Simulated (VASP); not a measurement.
Data:

```xyz
4
Lattice="3.7062 0.0000 0.0000 -1.8531 3.2096 0.0000 0.0000 0.0000 6.0937" Properties=species:S:1:pos:R:3 pbc="T T T"
B      0.0000     0.0000     6.0937
B      0.0000     0.0000     3.0469
Bi     0.0000     2.1397     1.5234
Bi     1.8531     1.0699     4.5703
```

All values below come from PBEsol GGA, VASP's PBE PAW potentials (set 64) (plane waves; VASP). Run with 520 eV cut-off, 13×13×7 Γ-centred mesh, tetrahedra with Blöchl corrections, potentials B Bi_d.

Unless said otherwise, spin-orbit coupling is left out, though it shifts the bands of the heavy elements here.

Question: What does the run give for the energy per atom (σ→0), band gap (on the k-mesh) with the smallest direct gap where there is one?

Answer: 
| Item | Result |
|---|---|
| band gap (on the k-mesh) | none (metal, semimetal or under 0.01 eV) |
| energy per atom (σ→0) | -4.448 eV/atom |

Total energies compare only between runs with the same potentials, cut-off and functional.

The structure was generated: BBi was put into the NiAs type type (P6_3/mmc), which need not be its known phase. It was relaxed first, which changed the volume by +19 %.
